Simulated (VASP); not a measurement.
Energy against volume of KBr (rock salt). Level of theory: PW91 GGA, VASP's PBE PAW potentials (set 64) (plane waves; VASP). Settings: 520 eV cut-off, 7×7×7 Γ-centred mesh, Gaussian smearing of 0.050 eV, potentials K_sv Br.

```csv
V (Å³/atom),E (eV/atom)
35.423,-3.13494
36.553,-3.13981
37.684,-3.14133
38.814,-3.14004
```

**Question.** Fit these four points and predict the energy of the run at 39.945 Å³/atom.

**Answer.** A cubic in V^(−2/3), the third-order Birch-Murnaghan form, passes through the four points with V0 = 37.70 Å³/atom and B0 = 13 GPa, and gives -3.1364 eV/atom there. The run gave -3.1364 eV/atom, +0.0 meV/atom from the fit; all five points give B0 = 13 GPa.

The compound is KBr in the rock salt structure. It was relaxed first.
